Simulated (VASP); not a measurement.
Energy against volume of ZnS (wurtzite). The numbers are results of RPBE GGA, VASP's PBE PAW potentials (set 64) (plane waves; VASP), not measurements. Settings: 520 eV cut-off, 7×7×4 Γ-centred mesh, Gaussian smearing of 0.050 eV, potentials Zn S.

Shape and ions are relaxed at each volume.

```json
[
 {"V (Å³/atom)": "19.698", "E (eV/atom)": "-3.08295"},
 {"V (Å³/atom)": "20.327", "E (eV/atom)": "-3.09598"},
 {"V (Å³/atom)": "20.955", "E (eV/atom)": "-3.10036"},
 {"V (Å³/atom)": "21.584", "E (eV/atom)": "-3.09738"}
]
```

Q: Fit these four points and predict the energy of the run at 22.213 Å³/atom.

A: A cubic in V^(−2/3), the third-order Birch-Murnaghan form, passes through the four points with V0 = 21.00 Å³/atom and B0 = 62 GPa, and gives -3.0881 eV/atom there. The run gave -3.0882 eV/atom, -0.0 meV/atom from the fit; all five points give B0 = 62 GPa.

The compound is ZnS in the wurtzite structure, the high-temperature form. It was relaxed first, which changed the volume by +6 %.
